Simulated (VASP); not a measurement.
VASP input:

### POSCAR
```
Zn4SSe3
5.6594390
  1.0000000800   0.0000000000   0.0000000000
  0.0000000000   1.0000000800   0.0000000000
  0.0000000000   0.0000000000   1.0000000800
Zn Se S
4 3 1
Cart
  0.0065178679   0.9934822121   0.9934822121
  0.4934821721   0.5065179079   0.9934822121
  0.4934821721   0.9934822121   0.5065179079
  0.0065178679   0.5065179079   0.5065179079
  0.2500000200   0.2500000200   0.2500000200
  0.7500000600   0.7500000600   0.2500000200
  0.7500000600   0.2500000200   0.7500000600
  0.2500000200   0.7500000600   0.7500000600
```

INCAR:
```
LASPH = T   # aspherical one-centre terms
GGA = PE
SIGMA = 0.05   # width (eV)
SYSTEM = Zn4SSe3
LCHARG = T
NELM = 100   # most electronic steps
LREAL = F   # projection in real space or not
ALGO = Normal
EDIFF = 1E-6   # SCF stop (eV)
LWAVE = F
LMAXMIX = 4   # l cut-off of mixed one-centre charges
ISMEAR = 0   # Gaussian
PREC = Accurate
ENCUT = 400
```

KPOINTS:
```
Automatic mesh
0
Gamma
4 4 4
0 0 0
```

POTCAR, in this order: Zn Se S (PBE.64 set). Program: vasp_std.

Question: Translate this PBE calculation to Ansatz.

Answer: One equivalent input (not run):
Ansatz 0.2 input:
```yaml
crystal:
  lattice:
    - [5.6594395, 0.0000000, 0.0000000]
    - [0.0000000, 5.6594395, 0.0000000]
    - [0.0000000, 0.0000000, 5.6594395]
  atoms:
    - { symbol: Zn, position: [0.0065179, 0.9934821, 0.9934821] }
    - { symbol: Zn, position: [0.4934821, 0.5065179, 0.9934821] }
    - { symbol: Zn, position: [0.4934821, 0.9934821, 0.5065179] }
    - { symbol: Zn, position: [0.0065179, 0.5065179, 0.5065179] }
    - { symbol: Se, position: [0.2500000, 0.2500000, 0.2500000] }
    - { symbol: Se, position: [0.7500000, 0.7500000, 0.2500000] }
    - { symbol: Se, position: [0.7500000, 0.2500000, 0.7500000] }
    - { symbol: S, position: [0.2500000, 0.7500000, 0.7500000] }
kpoints:
  mp_grid: { grid: [4, 4, 4] }
hamiltonian:
  xc: pbe
  pseudopotentials: { kind: paw }
scf:
  occupations: { method: gaussian, width: 0.05 }
  max_iter: 100
output: { forces: true, stress: true, eigenvalues: true }
```
What does not carry over: each code has its own PAW files, so the cut-off isn't converted (ENCUT is set for VASP's; basis.ecutwfc is left out, and Ansatz then takes the one that its files recommend); Ansatz stops its SCF on the density residual and VASP on the energy change (EDIFF).

The structure was generated: Zn4SSe3 was put into an ordered model structure (P-43m), which need not be its known phase. It was relaxed first.
